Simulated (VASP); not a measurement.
Computed with r2SCAN meta-GGA, VASP's PBE PAW potentials (set 64) (plane waves; VASP 6.6.1). For the first row: Settings: 400 eV cut-off, 5×5×10 Γ-centred mesh, tetrahedra with Blöchl corrections, potentials Nb_sv Si.

| system | energy (eV/atom) |
|---|---|
| Nb₃Si₂ (space group P4/mbm) | -19.1208 |
| Nb (bcc) | -24.8458 |
| Si (diamond) | -8.7749 |

The references are the elements' solids at the same level; no temperature or zero-point terms are added.

Problem. What is the formation energy per atom of Nb3Si2?

Solution. The references average (6×(-24.8458) + 4×(-8.7749))/10 = -18.4174 eV, so the formation energy is -19.1208 − (-18.4174) = -0.703 eV/atom.
